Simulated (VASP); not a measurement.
Energy against volume of Cs (bcc). Level of theory: vdW-DF2, VASP's PBE PAW potentials (set 64) (plane waves; VASP 6.6.1). Run with 520 eV cut-off, 9×9×9 Γ-centred mesh, first-order Methfessel-Paxton smearing of 0.10 eV, potentials Cs_sv.

| V (Å³/atom) | E (eV/atom) |
|---|---|
| 100.637 | 1.81619 |
| 103.849 | 1.81340 |
| 107.061 | 1.81223 |
| 110.273 | 1.81248 |

Q: Fit these four points and predict the energy of the run at 113.485 Å³/atom.

A: A cubic in V^(−2/3), the third-order Birch-Murnaghan form, passes through the four points with V0 = 108.05 Å³/atom and B0 = 2 GPa, and gives 1.8140 eV/atom there. The run gave 1.8140 eV/atom, -0.0 meV/atom from the fit; all five points give B0 = 2 GPa.

The compound is Cs in the bcc structure. It was relaxed first.
